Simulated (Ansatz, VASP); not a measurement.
# H2CI2: VASP beside Ansatz

```
H C I
1.0
     0.00000    6.54348    2.56951
     4.10176    0.00000    2.56951
     4.10176    6.54348    0.00000
H C I
2 1 2
Direct
  0.76996 0.99080 0.23004
  0.99080 0.76996 0.00920
  0.99869 0.99869 0.00131
  0.36601 0.09056 0.90944
  0.09056 0.36601 0.63399
```

Alike in both runs: task single point; functional PBE; k mesh 6 × 6 × 6; occupations gaussian, width 0.02 eV; no spin polarisation.

|  | VASP | Ansatz |
| --- | --- | --- |
| version | VASP 6.6.1 | Ansatz 0.2.0 |
| potentials or method | VASP PAW PBE potentials, release 64 (H, C, I) | scalar-relativistic, plane waves, PAW |
| plane-wave cutoff (eV) | 520 | 420 |
| valence electrons in the cell | 20 | 40 |

|  | VASP | Ansatz | Ansatz less VASP |
| --- | --- | --- | --- |
| gap on the k mesh at the Fermi level (eV) | 2.96 | 2.95 | -0.014 |
| least direct gap on the mesh (eV) | 3.06 | 3.05 | -0.017 |

The two sets of potentials don't hold the same shells in valence.

Caveats: spin-orbit coupling is left out, which moves the levels of the heavy elements. A k mesh can miss the band edges.
